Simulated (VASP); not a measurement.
Method: LDA (Ceperley-Alder, Perdew-Zunger), VASP's LDA PAW potentials (set 64) (plane waves; VASP 6.6.1).

Gaps are without spin-orbit coupling.

```json
{
 "volume_per_atom": "22.98 Å³/atom",
 "band gap (over mesh and band path)": "3.30 eV",
 "smallest direct gap (over mesh and band path)": "3.56 eV"
}
```

Q: Which relaxed crystal gives these values?
(A) KF, Fm-3m (225)
(B) CdCl2, R-3m (166)
(C) Ga2Se3, Imm2 (44)
(D) BN, R3m (160)

A: B, CdCl2, R-3m (166)
